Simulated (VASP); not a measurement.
OSZICAR of a VASP run on BaHfO₃ (cubic perovskite):

### OSZICAR
```
       N       E                     dE             d eps       ncg     rms          rms(c)
DAV:   1     0.253841043492E+03    0.25384E+03   -0.23531E+04   920   0.184E+03
DAV:   2    -0.382166505756E+02   -0.29206E+03   -0.28671E+03  1188   0.380E+02
DAV:   3    -0.515255391356E+02   -0.13309E+02   -0.13287E+02  1154   0.782E+01
DAV:   4    -0.517796253514E+02   -0.25409E+00   -0.25397E+00  1396   0.103E+01
DAV:   5    -0.517850884372E+02   -0.54631E-02   -0.54628E-02  1210   0.944E-01    0.628E+01
DAV:   6    -0.457291623596E+02    0.60559E+01   -0.37212E+01  1074   0.358E+01    0.541E+01
DAV:   7    -0.455712023349E+02    0.15796E+00   -0.22934E+00  1189   0.103E+01    0.322E+01
DAV:   8    -0.455393845886E+02    0.31818E-01   -0.23214E-01  1169   0.410E+00    0.474E+00
DAV:   9    -0.455273129700E+02    0.12072E-01   -0.78892E-02  1137   0.182E+00    0.187E+00
DAV:  10    -0.455266275976E+02    0.68537E-03   -0.89819E-03  1180   0.624E-01    0.504E-01
DAV:  11    -0.455265538974E+02    0.73700E-04   -0.66661E-04  1160   0.178E-01    0.448E-02
DAV:  12    -0.455265701359E+02   -0.16238E-04   -0.71173E-05  1360   0.577E-02    0.150E-01
DAV:  13    -0.455265704951E+02   -0.35919E-06   -0.69420E-06  1137   0.182E-02
   1 F= -.45526570E+02 E0= -.45526570E+02  d E =-.455266E+02
```

Question: Which electronic solver shows in the log?

Answer: It is blocked Davidson (ALGO = Normal, or the opening steps of other solvers). The INCAR had ALGO = Normal.

Question: Can the final energy be trusted as converged?

Answer: Self-consistency was reached. It stopped with EDIFF = 1E-6, NELM = 100, NSW = 40 and EDIFFG = -0.02 after 1 ionic step (PBEsol GGA, plane waves, VASP's PBE PAW potentials (set 64)).

The compound is BaHfO3 in the cubic perovskite structure. It was relaxed first.
